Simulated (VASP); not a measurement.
WS2 (Tungstenite):

```
W S
1.0
     3.18000    0.00000    0.00000
    -1.59000    2.75396    0.00000
     0.00000    0.00000   12.50000
W S
2 4
Direct
  0.33333 0.66667 0.25000
  0.66667 0.33333 0.75000
  0.33333 0.66667 0.62500
  0.66667 0.33333 0.12500
  0.33333 0.66667 0.87500
  0.66667 0.33333 0.37500
```

```yaml
Program: VASP 6.6.1
Task: relaxation of cell and atoms
Functional: PBE
Dispersion: D3(BJ)
Potentials_or_basis: VASP PAW PBE potentials, release 64 (W_sv, S)
Cutoff: 600 eV
k_mesh: 12 × 12 × 3
Occupations: gaussian, width 0.03 eV
Spin: no spin polarisation
```

At the start: pressure -1.5 GPa; volume 18.24 Å³/atom.

Problem. Where does the relaxation end?

Solution. Over 12 steps the energy falls by 5.5 meV/atom and the volume is 17.45 Å³/atom (-4.4 %); space group P6_3/mmc (No. 194, to 0.05 Å).

Step by step:
| step | energy change (eV) | largest force (eV/Å) | pressure (GPa) | volume (Å³) |
| --- | --- | --- | --- | --- |
| 1 | 0.0000 | 0.1376 | -1.52 | 109.47 |
| 2 | -0.0075 | 0.3287 | 1.82 | 106.74 |
| 3 | -0.0119 | 0.2556 | 0.51 | 107.76 |
| 4 | -0.0146 | 0.0716 | -0.68 | 107.53 |
| 5 | -0.0164 | 0.0531 | -0.22 | 107.62 |
| 6 | -0.0201 | 0.0478 | -0.21 | 107.24 |
| 7 | -0.0288 | 0.0341 | -0.15 | 106.08 |
| 8 | -0.0309 | 0.0028 | 0.17 | 103.77 |
| 9 | -0.0329 | 0.0242 | 0.02 | 104.82 |
| 10 | -0.0329 | 0.0218 | 0.03 | 104.68 |
| 11 | -0.0325 | 0.0731 | -0.38 | 104.65 |
| 12 | -0.0330 | 0.0017 | -0.07 | 104.67 |

Final structure:
```
W S
1.0
     3.15510    0.00000    0.00000
    -1.57755    2.73239    0.00000
     0.00000    0.00000   12.14137
W S
2 4
Cartesian
  0.0000 1.8216 3.0353
  1.5775 0.9108 9.1060
  0.0000 1.8216 7.5315
  1.5775 0.9108 1.4608
  0.0000 1.8216 10.6806
  1.5775 0.9108 4.6099
```
